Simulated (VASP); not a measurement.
Consider the following.

```
CELL_PARAMETERS angstrom
      2.93546     0.00000     0.00000
      0.00000     2.93546     0.00000
      0.00000     0.00000     2.93546
ATOMIC_POSITIONS crystal
  Ti 0.00000 0.00000 0.00000
  Co 0.50000 0.50000 0.50000
```

Level of theory: PBE GGA with D3 dispersion (zero damping), VASP's PBE PAW potentials (set 64) (plane waves; VASP 6.6.1). Run with 520 eV cut-off, 11×11×11 Γ-centred mesh, first-order Methfessel-Paxton smearing of 0.10 eV, potentials Ti_sv Co.

Question: What does the run give for the energy per atom (σ→0), band gap (on the k-mesh) with the smallest direct gap where there is one?

Answer: 
```
Item                                                         Value
------------------------  ----------------------------------------
band gap (on the k-mesh)  none (metal, semimetal or under 0.01 eV)
energy per atom (σ→0)                               -8.258 eV/atom
```

The absolute energy has meaning only against runs of the same code, potentials and settings.

The compound is TiCo in the CsCl type structure. It was relaxed first, which changed the volume by -5 %. The start is the result of an earlier pass. The run is not spin-polarised, so no magnetic state was tried. The electron count is odd and the run is not spin-polarised, which forces a metal.
